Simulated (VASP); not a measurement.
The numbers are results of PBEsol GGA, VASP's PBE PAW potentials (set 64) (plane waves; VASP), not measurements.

VASP ran on this input.

### KPOINTS
```
Regular mesh
0
G
 8 8 5
```

**POSCAR**
```
AlN
1
    3.0054502643     0.0000000000    -0.0000000000
   -1.5027251321     2.6027953655    -0.0000000000
    0.0000000000    -0.0000000000     4.7480287422
Al N
2 2
Direct
  0.3333330000   0.6666670000   0.9944840063
  0.6666670000   0.3333330000   0.4944840063
  0.3333330000   0.6666670000   0.3805159937
  0.6666670000   0.3333330000   0.8805159937
```

INCAR:
```
# general
SYSTEM   =  AlN
PREC     =  Accurate
ENCUT    =  620
LREAL    =  .FALSE.
LASPH    =  .TRUE.

# electronic loop
EDIFF    =  1E-6
NELM     =  100
ALGO     =  Normal

# smearing
ISMEAR   =  0
SIGMA    =  0.05

# functional
GGA      =  PS

# ions
IBRION   =  2
NSW      =  40
ISIF     =  3
EDIFFG   =  -0.02
PSTRESS  =  300

# output
LWAVE    =  .FALSE.
LCHARG   =  .FALSE.
```

POTCAR, in this order: Al N (PBE.64 set). Program: vasp_std.

Output of the run:

### OSZICAR
```
       N       E                     dE             d eps       ncg     rms          rms(c)
DAV:   1     0.642578481739E+02    0.64258E+02   -0.88908E+03   720   0.141E+03
DAV:   2    -0.313920709711E+02   -0.95650E+02   -0.86129E+02  1064   0.269E+02
DAV:   3    -0.358476796192E+02   -0.44556E+01   -0.44350E+01   944   0.617E+01
DAV:   4    -0.358829535140E+02   -0.35274E-01   -0.35268E-01   824   0.637E+00
DAV:   5    -0.358833980428E+02   -0.44453E-03   -0.44451E-03   920   0.715E-01    0.126E+01
DAV:   6    -0.310085628807E+02    0.48748E+01   -0.15333E+01   868   0.329E+01    0.458E+00
DAV:   7    -0.309485781597E+02    0.59985E-01   -0.73063E-01   816   0.750E+00    0.301E+00
DAV:   8    -0.309161498567E+02    0.32428E-01   -0.73311E-02   836   0.293E+00    0.405E-01
DAV:   9    -0.309120713674E+02    0.40785E-02   -0.15831E-02   908   0.991E-01    0.233E-01
DAV:  10    -0.309123355909E+02   -0.26422E-03   -0.10814E-03   848   0.288E-01    0.150E-01
DAV:  11    -0.309122573766E+02    0.78214E-04   -0.20762E-04   852   0.126E-01    0.237E-02
DAV:  12    -0.309122574861E+02   -0.10942E-06   -0.34078E-06   852   0.208E-02
   1 F= -.23957635E+02 E0= -.23957635E+02  d E =-.239576E+02
```

OUTCAR:
```
------------------------ aborting loop because EDIFF is reached ----------------------------------------
  FORCE on cell =-STRESS in cart. coord.  units (eV):
  Direction    XX          YY          ZZ          XY          YZ          ZX
  --------------------------------------------------------------------------------------
  Total        6.9504643      6.9504594      6.9223166      0.0000000      0.0000000     -0.0000000
  in kB      299.8206132    299.8204028    298.6064113      0.0000000      0.0000000     -0.0000000
  external PRESSURE =      -0.5841909 kB  Pullay stress =     300.0000000 kB
  volume of cell :       37.14
      direct lattice vectors                 reciprocal lattice vectors
     3.005450264  0.000000000  0.000000000     0.332728847  0.192101157  0.000000000
    -1.502725132  2.602795366  0.000000000     0.000000000  0.384202313  0.000000000
     0.000000000  0.000000000  4.748028742     0.000000000  0.000000000  0.210613721
  FREE ENERGIE OF THE ION-ELECTRON SYSTEM (eV)
  ---------------------------------------------------
  free  energy   TOTEN  =       -30.9122574861 eV

  energy  without entropy=      -30.9122574861  energy(sigma->0) =      -30.91225749
  enthalpy is  TOTEN    =       -23.9576346570 eV   P V=        6.9546228291

 reached required accuracy - stopping structural energy minimisation
```
(Selected blocks of OUTCAR.)

The structure was generated: AlN was put into the wurtzite type (P6_3mc), which need not be its known phase. It was relaxed first under an external pressure of 30 GPa.
